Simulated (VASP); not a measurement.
VASP input:

File POSCAR:
```
PbI2
1
    2.2853667277    -3.9583714522     0.0000000000
    2.2853667277     3.9583714522     0.0000000000
    0.0000000000     0.0000000000     7.4520709049
Pb I
1 2
Direct
  0.0000000000   1.0000000000   0.0000000000
  0.3333330000   0.6666670000   0.2451645929
  0.6666670000   0.3333330000   0.7548354071
```

### INCAR
```
SYSTEM = PbI2
PREC = Accurate
ENCUT = 520
EDIFF = 1E-7
NELM = 100
ALGO = Normal
LREAL = .FALSE.
LASPH = .TRUE.
ISMEAR = 0
SIGMA = 0.05
GGA = 91
LMAXMIX = 4
LWAVE = .FALSE.
LCHARG = .FALSE.
ISIF = 4
IBRION = 2
NSW = 30
EDIFFG = -0.01
```

File KPOINTS:
```
Automatic
0
gamma
6 6 3
```

POTCAR, in this order: Pb_d I (PBE.64 set). Program: vasp_std.

Translate this PW91 calculation to Quantum ESPRESSO's pw.x.

One equivalent input (not run):
```
&CONTROL
  calculation = 'vc-relax'
  pseudo_dir = './pseudo'
  outdir = './out'
  tprnfor = .true.
  tstress = .true.
  nstep = 30
  forc_conv_thr = 0.00039
/
&SYSTEM
  ibrav = 0
  nat = 3
  ntyp = 2
  ecutwfc = 70
  occupations = 'smearing'
  smearing = 'gaussian'
  degauss = 0.003675
  input_dft = 'pw91'
/
&ELECTRONS
  conv_thr = 7.3e-09
  electron_maxstep = 100
/
&IONS
/
&CELL
  cell_dofree = 'shape'
/
ATOMIC_SPECIES
  Pb 207.200 Pb.upf
  I 126.904 I.upf
CELL_PARAMETERS angstrom
     2.2853667   -3.9583715    0.0000000
     2.2853667    3.9583715    0.0000000
     0.0000000    0.0000000    7.4520709
ATOMIC_POSITIONS crystal
  Pb   0.0000000  1.0000000  0.0000000
  I    0.3333330  0.6666670  0.2451646
  I    0.6666670  0.3333330  0.7548354
K_POINTS automatic
  6 6 3 0 0 0
```
The two are equivalent in intent, not identical: the potentials are each code's own (VASP's PAW set, PseudoDojo norm-conserving files in pw.x), so ENCUT and ecutwfc are chosen apart and not converted; conv_thr bounds pw.x's estimated SCF error, while EDIFF bounds the energy change between steps; forc_conv_thr acts on force components and is met together with etot_conv_thr.

The compound is PbI2 in the 1T layered structure. This cell is one point of a volume scan, at 0.94 of the reference volume. Symmetry was kept, so distortions that lower it aren't found.
